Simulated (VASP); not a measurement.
GaSb (zinc blende): the cohesive energy from VASP (plane waves, PAW) at several levels of theory. Atoms are spin-polarised in a large box without symmetry, with the spin fixed by Hund's rule, and may not be in the lowest state of each functional; no zero-point energy is added. Spin-orbit coupling is left out, which shifts such energies by up to tenths of an eV for the heavy elements here.

```csv
level,cohesive energy (eV/atom)
RPBE,2.44
PBE-D3(BJ),3.15
```

The cell of the RPBE run:

```cif
data_GaSb
_chemical_formula_sum 'Ga1 Sb1'
_space_group_name_H-M_alt 'P 1'
_space_group_IT_number 1
_cell_length_a 4.44541
_cell_length_b 4.44541
_cell_length_c 4.44541
_cell_angle_alpha 60.000
_cell_angle_beta 60.000
_cell_angle_gamma 60.000
loop_
_space_group_symop_operation_xyz
  'x, y, z'
loop_
_atom_site_label
_atom_site_type_symbol
_atom_site_fract_x
_atom_site_fract_y
_atom_site_fract_z
_atom_site_occupancy
Ga1 Ga 0.00000 0.00000 0.00000 1
Sb1 Sb 0.25000 0.25000 0.25000 1
```

Only levels that ran to the end are used. Left out are those held back, those with too coarse a band path, GW runs whose mesh misses a band edge, hybrids' fits of cells that aren't cubic and levels without matching references; a question may draw on a part of the rest.
